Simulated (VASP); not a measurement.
OSZICAR of a VASP run on Gd (hcp):

File OSZICAR:
```
       N       E                     dE             d eps       ncg     rms          rms(c)
DAV:   1     0.451919377178E+02    0.45192E+02   -0.89201E+03  2184   0.123E+03
DAV:   2    -0.285860768474E+01   -0.48051E+02   -0.47034E+02  2454   0.240E+02
DAV:   3    -0.461195852472E+01   -0.17534E+01   -0.16570E+01  2968   0.279E+01
DAV:   4    -0.465079713080E+01   -0.38839E-01   -0.38936E-01  2612   0.401E+00
DAV:   5    -0.465180360769E+01   -0.10065E-02   -0.10060E-02  3233   0.518E-01    0.227E+01
DAV:   6    -0.466074431013E+01   -0.89407E-02   -0.18066E-02  2487   0.110E+00    0.136E+01
DAV:   7    -0.467304535488E+01   -0.12301E-01   -0.34484E-02  2367   0.151E+00    0.213E-01
DAV:   8    -0.467288157516E+01    0.16378E-03   -0.18970E-03  2624   0.319E-01    0.759E-02
DAV:   9    -0.467291219984E+01   -0.30625E-04   -0.22954E-04  2745   0.108E-01    0.367E-02
DAV:  10    -0.467290896566E+01    0.32342E-05   -0.34777E-05  2573   0.423E-02    0.417E-02
DAV:  11    -0.467291067134E+01   -0.17057E-05   -0.56238E-06  2614   0.157E-02    0.137E-03
DAV:  12    -0.467291074507E+01   -0.73740E-07   -0.41722E-07  2952   0.413E-03
   1 F= -.46729107E+01 E0= -.46729107E+01  d E =0.000000E+00
```

Which electronic solver shows in the log?

It is blocked Davidson (ALGO = Normal, or the opening steps of other solvers). The INCAR had ALGO = Normal.

Can the final energy be trusted as converged?

The calculation finished and met its thresholds. It stopped with EDIFF = 1E-7, NELM = 100 (rev-vdW-DF2, plane waves, VASP's PBE PAW potentials (set 64)). The 4f electrons are frozen in the core of the lanthanide potential, so 4f levels, which can set the real gap, and their magnetism are missing.

The compound is Gd in the hcp structure. It was relaxed first.
